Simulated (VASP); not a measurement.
KBr:

```xyz
2
Lattice="0.0000 3.3000 3.3000 3.3000 0.0000 3.3000 3.3000 3.3000 0.0000" Properties=species:S:1:pos:R:3 pbc="T T T"
K     0.0000    0.0000    0.0000
Br    3.3000    3.3000    3.3000
```

```yaml
Program: VASP 6.6.1
Task: relaxation of cell and atoms
Functional: PBE
Potentials_or_basis: VASP PAW PBE potentials, release 64 (K_sv, Br)
Cutoff: 600 eV
k_mesh: 6 × 6 × 6
Occupations: gaussian, width 0.02 eV
Spin: no spin polarisation
```

At the start: pressure 0.8 GPa; volume 35.94 Å³/atom.

**Question.** How do energy, volume and symmetry change on relaxing?

**Answer.** Over 4 steps the energy falls by 4.2 meV/atom and the volume is 37.79 Å³/atom (+5.2 %); space group Fm-3m (No. 225, to 0.05 Å).

The path:
```tsv
step	energy change (eV)	largest force (eV/Å)	pressure (GPa)	volume (Å³)
1	0.0000	0.0000	0.76	71.87
2	-0.0063	0.0000	0.37	73.67
3	-0.0084	0.0000	-0.05	75.85
4	-0.0084	0.0000	0.00	75.59
```

Final structure:
```yaml
crystal:
  lattice:
    - [0.00000, 3.35588, 3.35588]
    - [3.35588, 0.00000, 3.35588]
    - [3.35588, 3.35588, 0.00000]
  atoms:
    - { symbol: K, position: [0.00000, 0.00000, 0.00000] }
    - { symbol: Br, position: [0.50000, 0.50000, 0.50000] }
```
